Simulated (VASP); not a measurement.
Given:

```
CELL_PARAMETERS angstrom
      0.00000     2.08811     2.08811
      2.08811     0.00000     2.08811
      2.08811     2.08811     0.00000
ATOMIC_POSITIONS crystal
  Ti 0.00000 0.00000 0.00000
  N  0.50000 0.50000 0.50000
```

The numbers are results of LDA (Ceperley-Alder, Perdew-Zunger), VASP's LDA PAW potentials (set 64) (plane waves; VASP 6.6.1), not measurements. Settings: 520 eV cut-off, 17×17×17 Γ-centred mesh, tetrahedra with Blöchl corrections, potentials Ti_sv N.

Question: Predict the energy per atom (σ→0), band gap (on the k-mesh) with the smallest direct gap where there is one.

Answer: 
```yaml
band gap (on the k-mesh): none (metal, semimetal or under 0.01 eV)
energy per atom (σ→0): -10.836 eV/atom
```

Only differences to runs with the same potentials and settings are physical.

The compound is TiN in the rock salt structure. It was relaxed first. The electron count is odd and the run is not spin-polarised, which forces a metal.
